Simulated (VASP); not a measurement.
HfO2, 3 atoms in the cell. The structure is cubic, space group Fm-3m (No. 225). The conventional cell has a = 4.980 Å, b = 4.980 Å, c = 4.980 Å, α = 90.00°, β = 90.00°, γ = 90.00°. Hf (site symmetry m-3m) has 8 O at 2.16 Å as nearest neighbours. O (site symmetry -43m) is surrounded by 4 Hf at 2.16 Å. Measurements of this composition are mostly on another form, of space group No. 14.

| Property | Result |
| --- | --- |
| Program | VASP 6.6.1 |
| Task | Born charges and dielectric tensor |
| Functional | LDA |
| Potentials or basis | VASP PAW LDA potentials, release 64 (Hf_pv, O) |
| Cutoff | 600 eV |
| k mesh | 10 × 10 × 10 |
| Occupations | gaussian, width 0.02 eV |
| Spin | no spin polarisation |
| Further INCAR settings | ALGO = Normal; EDIFF = 1e-08; IBRION = 8; NSW = 1 |

Potentials or basis: VASP PAW LDA potentials, release 64 (Hf_pv, O).

The run is started by

```console
$ cat potpaw_LDA.64/Hf_pv/POTCAR potpaw_LDA.64/O/POTCAR > POTCAR
$ mpirun -np 1 vasp_std > vasp.out
```

Hardware: 1 thread of Intel(R) Xeon(R) Platinum 8559C (Emerald Rapids) (shared host).

Question: Estimate the wall time of this run.

Answer: It took 4.3 min on 1 thread of Intel(R) Xeon(R) Platinum 8559C (Emerald Rapids), on a shared host, peak memory 0.42 GiB. Counts: scf iterations 146, k points 47.
